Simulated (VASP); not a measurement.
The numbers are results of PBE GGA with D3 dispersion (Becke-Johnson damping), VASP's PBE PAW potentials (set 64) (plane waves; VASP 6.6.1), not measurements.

VASP ran on this input.

### POSCAR
```
BAs
1
    0.0000000000     2.3858968456     2.3858968456
    2.3858968456    -0.0000000000     2.3858968456
    2.3858968456     2.3858968456     0.0000000000
B As
1 1
Direct
  0.0000000000   0.0000000000   0.0000000000
  0.2500000000   0.2500000000   0.2500000000
```

### KPOINTS
```
k-points along high-symmetry lines
15
Line-mode
Reciprocal
  0.000000   0.000000   0.000000 ! GAMMA
 -0.500000  -0.500000   0.000000 ! X

 -0.500000  -0.500000   0.000000 ! X
 -0.375000  -0.375000   0.250000 ! U

 -0.375000  -0.000000   0.375000 ! K
  0.000000   0.000000   0.000000 ! GAMMA

  0.000000   0.000000   0.000000 ! GAMMA
 -0.000000  -0.000000   0.500000 ! L

 -0.000000  -0.000000   0.500000 ! L
 -0.500000  -0.250000   0.250000 ! W

 -0.500000  -0.250000   0.250000 ! W
 -0.500000  -0.500000   0.000000 ! X
```

**INCAR**
```
SYSTEM = BAs
PREC = Accurate; ENCUT = 520; LREAL = .FALSE.
LASPH = .TRUE.; ICHARG = 11
EDIFF = 1E-7; NELM = 100; ALGO = Normal
LMAXMIX = 4
ISMEAR = 0; SIGMA = 0.05
GGA = PE; IVDW = 12
LWAVE = .FALSE.; LCHARG = .FALSE.; LORBIT = 11
```

POTCAR, in this order: B As (PBE.64 set). Program: vasp_std. Read from the step before: CHGCAR.

Output of the run:

OSZICAR:
```
       N       E                     dE             d eps       ncg     rms          rms(c)
DAV:   1     0.149132869175E+02    0.14913E+02   -0.39620E+03  1440   0.880E+02
DAV:   2    -0.899841582922E+01   -0.23912E+02   -0.22895E+02  2168   0.105E+02
DAV:   3    -0.934054219533E+01   -0.34213E+00   -0.34213E+00  1720   0.163E+01
DAV:   4    -0.934099986347E+01   -0.45767E-03   -0.45767E-03  2088   0.631E-01
DAV:   5    -0.934100023076E+01   -0.36729E-06   -0.36731E-06  1776   0.126E-02
DAV:   6    -0.934100023170E+01   -0.94110E-09   -0.94126E-09  2080   0.437E-04
   1 F= -.10002964E+02 E0= -.10002964E+02  d E =-.691237E-14
```

OUTCAR:
```
 val. band max:        6.1622582184   @ k =   0.0000   0.0000   0.0000

 cond. band min:       7.3354328371   @ k =  -0.3929  -0.3929   0.0000



 k-point     1 :       0.0000    0.0000    0.0000
  band No.  band energies     occupation
      1      -9.2688      2.00000
      2       6.1623      2.00000
      3       6.1623      2.00000
      4       6.1623      2.00000
      5       9.4429      0.00000
      6       9.4429      0.00000
      7       9.4429      0.00000
      8      10.8907      0.00000

 k-point     2 :      -0.0357   -0.0357    0.0000
  band No.  band energies     occupation
      1      -9.2407      2.00000
      2       6.0160      2.00000
      3       6.0246      2.00000
      4       6.0246      2.00000
      5       9.3563      0.00000
      6       9.6111      0.00000
      7       9.6111      0.00000
      8      11.0320      0.00000

 k-point     3 :      -0.0714   -0.0714    0.0000
  band No.  band energies     occupation
      1      -9.1565      2.00000
      2       5.6169      2.00000
      3       5.6782      2.00000
      4       5.6782      2.00000
      5       9.1479      0.00000
      6      10.0488      0.00000
      7      10.0488      0.00000
      8      11.3610      0.00000

 k-point     4 :      -0.1071   -0.1071    0.0000
  band No.  band energies     occupation
      1      -9.0166      2.00000
      2       5.0449      2.00000
      3       5.2322      2.00000
      4       5.2322      2.00000
      5       8.8833      0.00000
      6      10.6453      0.00000
      7      10.6453      0.00000
      8      11.7057      0.00000

 k-point     5 :      -0.1429   -0.1429    0.0000
  band No.  band energies     occupation
      1      -8.8216      2.00000
      2       4.3679      2.00000
      3       4.7573      2.00000
      4       4.7573      2.00000
      5       8.5982      0.00000
      6      11.3279      0.00000
      7      11.3279      0.00000
      8      11.8832      0.00000
...
```

The density is held fixed in this step, so its total energy and stress have no physical meaning.

The compound is BAs in the zinc blende structure. It was relaxed first.
